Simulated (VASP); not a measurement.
Output of a VASP run:

OSZICAR:
```
       N       E                     dE             d eps       ncg     rms          rms(c)
DAV:   1     0.407164637787E+02    0.40716E+02   -0.42714E+03   530   0.104E+03
DAV:   2    -0.630199058341E+01   -0.47018E+02   -0.45090E+02   712   0.162E+02
DAV:   3    -0.811097150696E+01   -0.18090E+01   -0.18062E+01   640   0.370E+01
DAV:   4    -0.815180081906E+01   -0.40829E-01   -0.40786E-01   809   0.563E+00
DAV:   5    -0.815230680402E+01   -0.50598E-03   -0.50591E-03   686   0.481E-01    0.238E+00
DAV:   6    -0.808514322349E+01    0.67164E-01   -0.14174E-01   584   0.205E+00    0.166E+00
DAV:   7    -0.807791224155E+01    0.72310E-02   -0.38442E-02   787   0.115E+00    0.816E-01
DAV:   8    -0.807786129579E+01    0.50946E-04   -0.34982E-03   746   0.498E-01    0.122E-01
DAV:   9    -0.807783812085E+01    0.23175E-04   -0.19710E-04   653   0.108E-01    0.348E-02
DAV:  10    -0.807784795624E+01   -0.98354E-05   -0.10862E-05   614   0.301E-02    0.108E-02
DAV:  11    -0.807784769427E+01    0.26197E-06   -0.17935E-06   407   0.115E-02
   1 F= -.80778477E+01 E0= -.80778477E+01  d E =-.807785E+01
       N       E                     dE             d eps       ncg     rms          rms(c)
DAV:   1    -0.816750788732E+01   -0.89660E-01   -0.14634E+00   522   0.931E+00    0.184E+00
DAV:   2    -0.810126830837E+01    0.66240E-01   -0.18460E-01   629   0.305E+00    0.619E-01
DAV:   3    -0.809365159133E+01    0.76167E-02   -0.29461E-02   542   0.113E+00    0.391E-01
DAV:   4    -0.809307024813E+01    0.58134E-03   -0.80182E-04   897   0.233E-01    0.655E-02
DAV:   5    -0.809304792755E+01    0.22321E-04   -0.83049E-05   704   0.737E-02    0.191E-02
DAV:   6    -0.809304686337E+01    0.10642E-05   -0.21972E-06   592   0.149E-02    0.651E-03
DAV:   7    -0.809304683336E+01    0.30005E-07   -0.43222E-07   277   0.615E-03
   2 F= -.80930468E+01 E0= -.80930468E+01  d E =-.151991E-01
       N       E                     dE             d eps       ncg     rms          rms(c)
DAV:   1    -0.814623338216E+01   -0.53187E-01   -0.96468E-01   523   0.760E+00    0.149E+00
DAV:   2    -0.810313736555E+01    0.43096E-01   -0.11897E-01   628   0.247E+00    0.506E-01
DAV:   3    -0.809797915277E+01    0.51582E-02   -0.19835E-02   544   0.932E-01    0.317E-01
DAV:   4    -0.809759922062E+01    0.37993E-03   -0.53219E-04   898   0.191E-01    0.541E-02
DAV:   5    -0.809758386663E+01    0.15354E-04   -0.55426E-05   704   0.605E-02    0.158E-02
DAV:   6    -0.809758317478E+01    0.69185E-06   -0.14576E-06   574   0.125E-02
   3 F= -.80975832E+01 E0= -.80975832E+01  d E =-.197355E-01
       N       E                     dE             d eps       ncg     rms          rms(c)
DAV:   1    -0.809809737993E+01   -0.51351E-03   -0.94029E-03   523   0.743E-01    0.144E-01
DAV:   2    -0.809768072926E+01    0.41665E-03   -0.11692E-03   637   0.243E-01    0.501E-02
DAV:   3    -0.809762975606E+01    0.50973E-04   -0.19292E-04   544   0.918E-02    0.303E-02
DAV:   4    -0.809762601663E+01    0.37394E-05   -0.52760E-06   903   0.188E-02    0.517E-03
DAV:   5    -0.809762585016E+01    0.16648E-06   -0.48159E-07   289   0.581E-03
   4 F= -.80976259E+01 E0= -.80976259E+01  d E =-.197782E-01
```

OUTCAR:
```
------------------------ aborting loop because EDIFF is reached ----------------------------------------
  FORCE on cell =-STRESS in cart. coord.  units (eV):
  Direction    XX          YY          ZZ          XY          YZ          ZX
  --------------------------------------------------------------------------------------
  Total       -0.0017184     -0.0017184     -0.0017184      0.0000000      0.0000000      0.0000000
  in kB       -0.0901150     -0.0901150     -0.0901150      0.0000000      0.0000000      0.0000000
  external PRESSURE =      -0.0901150 kB  Pullay stress =       0.0000000 kB
  volume of cell :       30.55
      direct lattice vectors                 reciprocal lattice vectors
     0.000000000  2.481233304  2.481233304    -0.201512691  0.201512691  0.201512691
     2.481233304 -0.000000000  2.481233304     0.201512691 -0.201512691  0.201512691
     2.481233304  2.481233304  0.000000000     0.201512691  0.201512691 -0.201512691
  FREE ENERGIE OF THE ION-ELECTRON SYSTEM (eV)
  ---------------------------------------------------
  free  energy   TOTEN  =        -8.0976258502 eV

  energy  without entropy=       -8.0976258502  energy(sigma->0) =       -8.09762585

 reached required accuracy - stopping structural energy minimisation
```
(Selected blocks of OUTCAR.)

### POSCAR
```
LiCl
1
    0.0000000000     2.5421200000     2.5421200000
    2.5421200000     0.0000000000     2.5421200000
    2.5421200000     2.5421200000     0.0000000000
Li Cl
1 1
Direct
  0.0000000000   0.0000000000   0.0000000000
  0.5000000000   0.5000000000   0.5000000000
```

Problem. Reconstruct the remaining input files.

Solution. One answer among several that fit: the input of the run itself, LDA (Ceperley-Alder, Perdew-Zunger), plane waves, VASP's LDA PAW potentials (set 64).

**INCAR**
```
SYSTEM=LiCl
PREC=Accurate; ENCUT=520; LREAL=.FALSE.
LASPH=.TRUE.
EDIFF=1E-6; NELM=100; ALGO=Normal
ISMEAR=0; SIGMA=0.05
IBRION=2; NSW=60; ISIF=3
EDIFFG=-0.01
LWAVE=.FALSE.; LCHARG=.FALSE.
```

**KPOINTS**
```
kpoints
0
Gamma
 8 8 8
```

POTCAR, in this order: Li_sv Cl (LDA.64 set). Program: vasp_std.

Energy and stress use the plane-wave basis of the starting cell.

The structure comes from a computed database's LiCl entry (Fm-3m); how it stands against other phases isn't given here. This run relaxes it. Symmetry was kept, so distortions that lower it aren't found.
